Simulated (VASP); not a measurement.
Consider the following.

```
CELL_PARAMETERS angstrom
      0.00000     2.12000     2.12000
      2.12000     0.00000     2.12000
      2.12000     2.12000     0.00000
ATOMIC_POSITIONS crystal
  Ti 0.00000 0.00000 0.00000
  N  0.50000 0.50000 0.50000
```

All values below come from PBE GGA, VASP's PBE PAW potentials (set 64) (plane waves; VASP). Run with EDIFF = 1E-2, 520 eV cut-off, 13×13×13 Γ-centred mesh, first-order Methfessel-Paxton smearing of 0.10 eV, potentials Ti_sv N.

Task: Give the stress tensor in GPa (positive for a compressed cell).

Result: 
```
-5.87   0.00   0.00
 0.00  -5.87   0.00
 0.00   0.00  -5.87
```
The pressure is its mean diagonal, -5.87 GPa.

The compound is TiN in the rock salt structure. The cell was not relaxed at this level. The run is one of a series of settings (EDIFF = 1E-2 against the base run), some of them coarse on purpose. The electron count is odd and the run is not spin-polarised, which forces a metal.
